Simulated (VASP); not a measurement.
# Al: Al into a neighbouring Al vacancy, part 3 of 4

Aim: the barrier for one hop in Al: Al into a neighbouring Al vacancy.

VASP 6.6.1; PBEsol; plane waves and PAW (Al).

So far. Step 2 (Relax the host): The run ended after 2 ionic steps, 0.003 eV below its first step, once forces and stress met EDIFFG = -0.02. Step 3 (Relax the start): The run ended after 6 ionic steps, 0.131 eV below its first step, once the forces on the free atoms met EDIFFG = -0.05.

**4. Relax the end**

The end state is relaxed in the same way, so that both ends share their errors.

File INCAR:

```
SYSTEM = Al
PREC = Normal
ENCUT = 280
EDIFF = 1E-05
NELM = 120
ISMEAR = 1
SIGMA = 0.15
LREAL = Auto
ALGO = Fast
GGA = PS
LORBIT = 11
LWAVE = .FALSE.
LCHARG = .FALSE.
KPAR = 6
IBRION = 2
NSW = 60
ISIF = 2
EDIFFG = -0.05
POTIM = 0.4
MAXMIX = 40
ISYM = 0
```

File POSCAR:

```
Al
1.0
    8.0270485368      0.0000000000      0.0000000000
    0.0000000000      8.0270485368      0.0000000000
    0.0000000000      0.0000000000      8.0270485368
Al
31
Direct
    0.4993550604      0.0026304632     -0.0056081741
    0.7496545297      0.0000822223      0.2464486350
    0.0008292303     -0.0016227160      0.0021488466
    0.2496870778      0.2516672460      0.0030368412
    0.5009540981      0.4978180744     -0.0037730397
    0.7543686895      0.7497227071     -0.0017156118
    0.2503594275     -0.0004769158      0.2521231771
    0.5000845346      0.2500342581      0.2482195704
    0.7511699645      0.4974240427      0.2516591140
    0.5037970059     -0.0037988709      0.4938552029
    0.7515370002      0.2563482806      0.4975061199
    0.7468837967      0.0014674608      0.7479052784
   -0.0012608009      0.4991326389      0.0013255235
    0.2489901584      0.7506923662     -0.0004398460
   -0.0021045621      0.2492031286      0.2476320072
    0.2500162326      0.4971998021      0.2472769708
    0.5036301308      0.7498674875      0.2498656990
    0.0012745318     -0.0010485971      0.4994305868
    0.2510592903      0.2507036605      0.4971115243
    0.5020763363      0.4985288866      0.4973686992
    0.7477563981      0.7490269267      0.5040545420
    0.2470710632      0.0003988412      0.7446734485
    0.4999960959      0.2522413379      0.7494103354
    0.7484319145      0.5005768274      0.7517444812
    0.0016535532      0.7549145682      0.2505211566
   -0.0014760347      0.4996861133      0.4998193644
    0.2502709274      0.7499251834      0.5004334493
   -0.0041630496      0.2520670834      0.7485679935
    0.2470769862      0.5015890054      0.7532822176
    0.5012284170      0.7504015406      0.7476773024
    0.0071547277      0.7521932311      0.7471613610
```

File KPOINTS:

```
Automatic mesh
0
Monkhorst-Pack
2 2 2
0 0 0
```

The projector-augmented-wave data sets are Al (PBE family, release 64).

On the command line:

```bash
> mpirun -np 6 vasp_std
```

Output:

```text
[... set-up lines as in an earlier step ...]
 entering main loop
       N       E                     dE             d eps       ncg     rms          rms(c)
DAV:   1     0.598710660162E+02    0.59871E+02   -0.21867E+04   496   0.720E+02
DAV:   2    -0.115659342344E+03   -0.17553E+03   -0.16646E+03   590   0.117E+02
DAV:   3    -0.125989096728E+03   -0.10330E+02   -0.97328E+01   632   0.236E+01
DAV:   4    -0.126212680786E+03   -0.22358E+00   -0.22048E+00   584   0.367E+00
DAV:   5    -0.126218163376E+03   -0.54826E-02   -0.54786E-02   610   0.604E-01    0.871E+00
RMM:   6    -0.125434820626E+03    0.78334E+00   -0.79087E-01   496   0.142E+00    0.498E+00
RMM:   7    -0.125110993530E+03    0.32383E+00   -0.43119E-01   496   0.125E+00    0.963E-01
RMM:   8    -0.125081262121E+03    0.29731E-01   -0.55428E-02   512   0.598E-01    0.387E-01
RMM:   9    -0.125080447057E+03    0.81506E-03   -0.13532E-02   526   0.262E-01    0.222E-01
RMM:  10    -0.125080227539E+03    0.21952E-03   -0.46948E-03   513   0.152E-01    0.415E-02
RMM:  11    -0.125080132158E+03    0.95381E-04   -0.89451E-04   524   0.779E-02    0.258E-02
RMM:  12    -0.125080144859E+03   -0.12701E-04   -0.21355E-04   520   0.399E-02    0.196E-02
RMM:  13    -0.125080141997E+03    0.28612E-05   -0.26787E-05   355   0.165E-02
   1 F= -.12508014E+03 E0= -.12505481E+03  d E =-.125080E+03
 curvature:   0.00 expect dE= 0.000E+00 dE for cont linesearch  0.000E+00
 trial: gam= 0.00000 g(F)=  0.575E-01 g(S)=  0.000E+00 ort = 0.000E+00 (trialstep = 0.100E+01)
 search vector abs. value=  0.575E-01
 bond charge predicted
       N       E                     dE             d eps       ncg     rms          rms(c)
DAV:   1    -0.125128404416E+03   -0.48260E-01   -0.36737E-01   552   0.189E+00    0.210E-01
RMM:   2    -0.125128135982E+03    0.26843E-03   -0.21015E-02   496   0.480E-01    0.767E-02
RMM:   3    -0.125127869273E+03    0.26671E-03   -0.26364E-03   508   0.169E-01    0.575E-02
RMM:   4    -0.125127907053E+03   -0.37779E-04   -0.57408E-04   548   0.788E-02    0.380E-02
RMM:   5    -0.125127910051E+03   -0.29981E-05   -0.12341E-04   513   0.354E-02    0.171E-02
RMM:   6    -0.125127913509E+03   -0.34585E-05   -0.34262E-05   362   0.190E-02
   2 F= -.12512791E+03 E0= -.12510225E+03  d E =-.477715E-01
[...]
3 F= -.12516588E+03 E0= -.12514022E+03  d E =-.857331E-01
[...]
4 F= -.12517469E+03 E0= -.12514905E+03  d E =-.881307E-02
[...]
5 F= -.12517939E+03 E0= -.12515393E+03  d E =-.135121E-01
 curvature:  -1.90 expect dE=-0.223E-02 dE for cont linesearch -0.529E-07
 trial: gam= 0.16831 g(F)=  0.118E-02 g(S)=  0.000E+00 ort =-0.157E-04 (trialstep = 0.179E+01)
 search vector abs. value=  0.142E-02
 bond charge predicted
       N       E                     dE             d eps       ncg     rms          rms(c)
DAV:   1    -0.125181163623E+03   -0.17793E-02   -0.18006E-02   544   0.463E-01    0.542E-02
RMM:   2    -0.125181182200E+03   -0.18577E-04   -0.71021E-04   496   0.881E-02    0.149E-01
RMM:   3    -0.125181165242E+03    0.16958E-04   -0.10311E-04   508   0.324E-02    0.310E-02
RMM:   4    -0.125181165485E+03   -0.24300E-06   -0.16308E-05   304   0.140E-02
   6 F= -.12518117E+03 E0= -.12515563E+03  d E =-.177826E-02
 trial-energy change:   -0.001778  1 .order   -0.001773   -0.002100   -0.001445
 step:   5.7405(harm=  5.7405)  dis= 0.00886  next Energy=  -125.182753 (dE=-0.337E-02)
 reached required accuracy - stopping structural energy minimisation
```

The job ended after 15 s (6 MPI ranks of AMD EPYC 9R45, shared host; peak memory 1.3 GiB).

OUTCAR, selected parts (step 4):

```text
 Found      4 irreducible k-points:

   NELECT =      93.0000    total number of electrons

 E-fermi :   8.0463

 k-point     1 :       0.2500    0.2500    0.2500
  band No.  band energies     occupation
    ...
     44       7.1984      2.00000
     45       7.2048      2.00000
     46       8.0059      1.43736
     47       8.0558      0.89287
     48       8.0648      0.79291
     49       8.2850     -0.04692
     50       8.2875     -0.04538
     51       8.3468     -0.01581
     52       8.3685     -0.00963
     53       8.3722     -0.00880
    ...

 k-point     2 :      -0.2500    0.2500    0.2500
  band No.  band energies     occupation
    ...
     44       7.1990      2.00000
     45       7.2044      2.00000
     46       8.0066      1.43076
     47       8.0570      0.87946
     48       8.0627      0.81607
     49       8.2841     -0.04748
     50       8.2870     -0.04569
     51       8.3439     -0.01683
     52       8.3688     -0.00956
     53       8.3726     -0.00870
    ...

  Total       -1.2264613     -1.2216565     -1.2789916     -0.0074206      0.0184733      0.1205584
  in kB       -3.7992402     -3.7843564     -3.9619648     -0.0229870      0.0572251      0.3734568
  external PRESSURE =      -3.8485205 kB  Pullay stress =       0.0000000 kB

 POSITION                                       TOTAL-FORCE (eV/Angst)
 -----------------------------------------------------------------------------------
      4.03305      0.02391      8.00903         0.004554      0.013566      0.019217
      6.01911      0.02297      1.96561         0.013853      0.008622      0.023660
      8.01132      0.02200      8.01533        -0.008582      0.002724      0.013644
      2.00091      2.00559      8.02204         0.024522     -0.002054     -0.007941
      4.04086      3.98865      8.01936        -0.011625      0.008964     -0.007088
      6.03048      6.02681      8.01525        -0.013814     -0.017198      0.004072
      2.01342      8.02160      2.00535        -0.004989      0.021787     -0.014391
      4.03975      2.00692      1.96980        -0.012444     -0.002466      0.014272
      6.02237      3.99463      1.97918         0.005104      0.000153      0.004028
      4.02081      8.02159      3.99733        -0.013200      0.021314      0.010719
      6.01951      2.01418      4.00317         0.007979     -0.017149      0.000692
      6.01849      0.02902      6.03357         0.009219     -0.001154     -0.000394
      8.00348      3.99263      0.00034         0.002009      0.020431     -0.012856
      2.01204      6.02793      8.02417        -0.010191     -0.021819     -0.013004
      8.00319      2.00433      1.97618         0.001526      0.004171      0.006277
      2.00634      4.01645      2.00019         0.015305     -0.000735     -0.003892
      4.02399      6.01620      1.99221        -0.017584      0.008567      0.022323
      0.00064      0.00256      4.00468         0.002163      0.002285      0.005533
      2.00584      2.01095      4.00287         0.005257     -0.014817     -0.004079
      4.01030      4.01445      4.00636         0.009930      0.012175     -0.008447
      6.02562      6.01897      4.01562        -0.004292      0.000998     -0.021552
      2.00745      0.00720      5.99968         0.002186     -0.009059      0.016999
      4.03064      2.01358      6.02535         0.009815     -0.018904      0.023202
      6.01970      3.99582      6.04095         0.006433      0.005488     -0.016284
      0.00621      6.02489      2.01224        -0.008742     -0.008213     -0.029506
      0.00850      4.01859      4.01010        -0.019859     -0.003800      0.000854
      2.01796      6.01750      4.00413        -0.020204      0.014877      0.010128
      7.99647      2.01361      6.04246         0.013212     -0.012587     -0.020271
      2.00227      4.01532      6.01882         0.015257      0.016152     -0.010048
      4.00873      6.02417      6.01160         0.014410     -0.013644     -0.001962
      0.01212      6.02790      6.01283        -0.017209     -0.018674     -0.003905
 -----------------------------------------------------------------------------------
    total drift:                                0.000754     -0.002622      0.006631

  FREE ENERGIE OF THE ION-ELECTRON SYSTEM (eV)
  ---------------------------------------------------
  free  energy   TOTEN  =      -125.1811654855 eV

  energy  without entropy=     -125.1045450183  energy(sigma->0) =     -125.15562533

 total charge
# of ion       s       p       d       tot
------------------------------------------
    1        0.435   0.350   0.000   0.785
    2        0.435   0.350   0.000   0.785
    3        0.435   0.350   0.000   0.785
    4        0.428   0.350   0.000   0.778
    5        0.435   0.349   0.000   0.785
    6        0.428   0.350   0.000   0.778
    7        0.428   0.355   0.000   0.784
    8        0.435   0.349   0.000   0.785
    9        0.435   0.350   0.000   0.785
   10        0.428   0.355   0.000   0.783
   11        0.429   0.349   0.000   0.778
   12        0.435   0.350   0.000   0.785
   13        0.435   0.350   0.000   0.785
   14        0.424   0.350   0.000   0.774
   15        0.435   0.350   0.000   0.785
   16        0.428   0.355   0.000   0.784
   17        0.428   0.355   0.000   0.784
   18        0.428   0.355   0.000   0.783
   19        0.424   0.350   0.000   0.774
   20        0.428   0.355   0.000   0.784
   21        0.424   0.350   0.000   0.774
   22        0.428   0.355   0.000   0.784
   23        0.435   0.350   0.000   0.785
   24        0.435   0.350   0.000   0.785
   25        0.428   0.355   0.000   0.784
   26        0.428   0.355   0.000   0.784
   27        0.431   0.361   0.000   0.792
   28        0.435   0.350   0.000   0.785
   29        0.428   0.355   0.000   0.783
   30        0.428   0.355   0.000   0.784
   31        0.428   0.355   0.000   0.784
--------------------------------------------------
tot         13.351  10.919   0.000  24.270

[... 6 parts as in an earlier step ...]

[... 4 further parts left out ...]
```

Relaxation path:

```csv
step,energy less that of the first step (eV),largest force (eV/Å)
1,0.0000,0.3300
2,-0.0478,0.2347
3,-0.0857,0.1296
4,-0.0945,0.0833
5,-0.0992,0.0507
6,-0.1010,0.0319
```

The atoms that moved most (Å):

| atom | dx | dy | dz | length |
| --- | --- | --- | --- | --- |
| Al3 | -0.022 | 0.035 | -0.029 | 0.051 |
| Al31 | -0.045 | -0.010 | 0.015 | 0.049 |
| Al10 | -0.023 | 0.025 | 0.033 | 0.048 |
| Al11 | -0.013 | -0.044 | 0.010 | 0.046 |
| Al12 | 0.023 | 0.017 | 0.030 | 0.042 |
| Al9 | -0.007 | 0.002 | -0.041 | 0.042 |
| Al21 | 0.023 | 0.006 | -0.030 | 0.039 |
| Al1 | 0.025 | 0.003 | 0.027 | 0.037 |

The relaxed structure:

```cif
data_structure
_symmetry_space_group_name_H-M 'P 1'
_symmetry_Int_Tables_number 1
_cell_length_a 8.0270
_cell_length_b 8.0270
_cell_length_c 8.0270
_cell_angle_alpha 90.000
_cell_angle_beta 90.000
_cell_angle_gamma 90.000
_cell_volume 517.21
loop_
_atom_site_label
_atom_site_type_symbol
_atom_site_fract_x
_atom_site_fract_y
_atom_site_fract_z
_atom_site_occupancy
Al1 Al 0.50243 0.00298 0.99776 1
Al2 Al 0.74985 0.00286 0.24487 1
Al3 Al 0.99804 0.00274 0.99854 1
Al4 Al 0.24927 0.24985 0.99938 1
Al5 Al 0.50341 0.49690 0.99904 1
Al6 Al 0.75127 0.75081 0.99853 1
Al7 Al 0.25083 0.99932 0.24982 1
Al8 Al 0.50327 0.25002 0.24540 1
Al9 Al 0.75026 0.49765 0.24656 1
Al10 Al 0.50091 0.99932 0.49798 1
Al11 Al 0.74990 0.25092 0.49871 1
Al12 Al 0.74978 0.00362 0.75165 1
Al13 Al 0.99706 0.49740 0.00004 1
Al14 Al 0.25066 0.75095 0.99964 1
Al15 Al 0.99703 0.24970 0.24619 1
Al16 Al 0.24995 0.50036 0.24918 1
Al17 Al 0.50130 0.74949 0.24819 1
Al18 Al 0.00008 0.00032 0.49890 1
Al19 Al 0.24989 0.25052 0.49867 1
Al20 Al 0.49960 0.50012 0.49911 1
Al21 Al 0.75067 0.74984 0.50026 1
Al22 Al 0.25009 0.00090 0.74743 1
Al23 Al 0.50213 0.25085 0.75063 1
Al24 Al 0.74993 0.49779 0.75257 1
Al25 Al 0.00077 0.75057 0.25068 1
Al26 Al 0.00106 0.50063 0.49957 1
Al27 Al 0.25140 0.74965 0.49883 1
Al28 Al 0.99619 0.25085 0.75276 1
Al29 Al 0.24944 0.50022 0.74982 1
Al30 Al 0.49940 0.75048 0.74892 1
Al31 Al 0.00151 0.75095 0.74907 1
```

The run ended after 6 ionic steps, 0.101 eV below its first step, once the forces on the free atoms met EDIFFG = -0.05.

(Continued in part 4 of 4.)

[Lines on the potential files, build, host, timing and source positions are cut from VASP's logs without a mark.]

[Logs are printed without paths, hosts, clocks, repeated set-up lines and the standing remarks that a program may print on its own settings, such as how far it seeks lower states.]

[Hosts, paths, dates, database ids (printed as entryN), source tags and the programs' standing remarks are cut or masked in the printed files.]

[Runs that stopped without an error message from VASP are left out.]
